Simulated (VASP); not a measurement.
Input:

```yaml
crystal:
  lattice:
    - [0.00000, 2.82880, 2.82880]
    - [2.82880, 0.00000, 2.82880]
    - [2.82880, 2.82880, 0.00000]
  atoms:
    - { symbol: In, position: [0.00000, 0.00000, 0.00000] }
    - { symbol: P, position: [0.25000, 0.25000, 0.25000] }
```

Computed with PBEsol GGA, VASP's PBE PAW potentials (set 64) (plane waves; VASP 6.6.1). Numerical set-up: 500 eV cut-off, 8×8×8 Γ-centred mesh, Gaussian smearing of 0.050 eV, potentials In_d P.

Unless said otherwise, spin-orbit coupling is left out, though it shifts the bands of the heavy elements here.

Estimate the energy per atom (σ→0), pressure, band gap (on the k-mesh) with the smallest direct gap where there is one.

```json
{
  "band gap (on the k-mesh)": "1.17 eV",
  "smallest direct gap (on the k-mesh)": "1.17 eV",
  "energy per atom (σ→0)": "-4.500 eV/atom",
  "pressure": "9.93 GPa"
}
```

The absolute energy has meaning only against runs of the same code, potentials and settings.

The structure was generated: InP was put into the zinc blende type (F-43m), which need not be its known phase. It was relaxed first under an external pressure of 10 GPa.
